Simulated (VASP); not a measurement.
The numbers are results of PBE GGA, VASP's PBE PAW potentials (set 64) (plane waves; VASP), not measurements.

The input files of a VASP run:

### KPOINTS
```
Automatic mesh
0
Gamma
14 14 14
0 0 0
```

### INCAR
```
ALGO = Normal
EDIFF = 1E-7
EDIFFG = -0.01
ENCUT = 480
GGA = PE
IBRION = 2
ISIF = 3
ISMEAR = 1
LASPH = .True.
LCHARG = .False.
LMAXMIX = 6
LREAL = .False.
LWAVE = .False.
NELM = 100
NSW = 40
PREC = Accurate
PSTRESS = 200
SIGMA = 0.1
SYSTEM = Ta
```

**POSCAR**
```
Ta
1.0
 -1.6597305179   1.6597305179   1.6597305179
  1.6597305179  -1.6597305179   1.6597305179
  1.6597305179   1.6597305179  -1.6597305179
Ta
1
Cart
  0.0000000000   0.0000000000   0.0000000000
```

POTCAR, in this order: Ta_pv (PBE.64 set). Program: vasp_std.

Task: What will the output report for the number of irreducible k-points (NKPTS), number of bands (NBANDS), largest plane-wave count, number of space-group operations, FFT grid (NGX, NGY, NGZ)?

Result: 
The number of irreducible k-points (NKPTS) is 104. The number of bands (NBANDS) comes out as 9. The largest plane-wave count is 466. The number of space-group operations is 48 and the FFT grid (NGX, NGY, NGZ) is 24 × 24 × 24.

The compound is Ta in the bcc structure. This run relaxes it under an external pressure of 20 GPa. Symmetry was kept, so distortions that lower it aren't found.
